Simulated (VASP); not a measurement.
Input:

```xyz
6
Lattice="4.0704 0.0000 0.0000 0.0000 4.0704 0.0000 0.0000 0.0000 4.0704" Properties=species:S:1:pos:R:3 pbc="T T T"
Cu     3.0528     1.0176     3.0528
Cu     1.0176     3.0528     3.0528
Cu     3.0528     3.0528     1.0176
Cu     1.0176     1.0176     1.0176
O      0.0000     0.0000     0.0000
O      2.0352     2.0352     2.0352
```

These are PBEsol GGA, VASP's PBE PAW potentials (set 64) (plane waves; VASP) values and carry that method's errors. Settings: 620 eV cut-off, 6×6×6 Γ-centred mesh, Gaussian smearing of 0.050 eV, potentials Cu O.

Energy and stress use the plane-wave basis of the starting cell.

Question: The ions, cell shape and volume at an external pressure of 30.0 GPa are relaxed. Predict the relaxed structure.

Answer: 
```xyz
6
Lattice="4.0143 0.0000 0.0000 0.0000 4.0143 0.0000 0.0000 0.0000 4.0143" Properties=species:S:1:pos:R:3 pbc="T T T"
Cu     3.0107     1.0036     3.0107
Cu     1.0036     3.0107     3.0107
Cu     3.0107     3.0107     1.0036
Cu     1.0036     1.0036     1.0036
O      0.0000     0.0000     0.0000
O      2.0071     2.0071     2.0071
```
Space group Pn-3m (224), at a tolerance of 0.03 Å.

Question: How do energy and volume change from the first to the last step?

Answer: The energy (σ→0) changes by +70.6 meV/atom and the volume by -4.1 %, in 3 ionic steps.

```
step  E(σ→0) (eV)  max force (eV/Å)  pressure (GPa)  volume (Å³)
----  -----------  ----------------  --------------  -----------
1        -29.4961             0.000           19.84        67.44
2        -28.1151             0.000           48.40        60.72
3        -29.0723             0.000           29.74        64.69
```

The compound is Cu2O in the cuprite structure. This run relaxes it under an external pressure of 30 GPa. Symmetry was kept, so distortions that lower it aren't found.
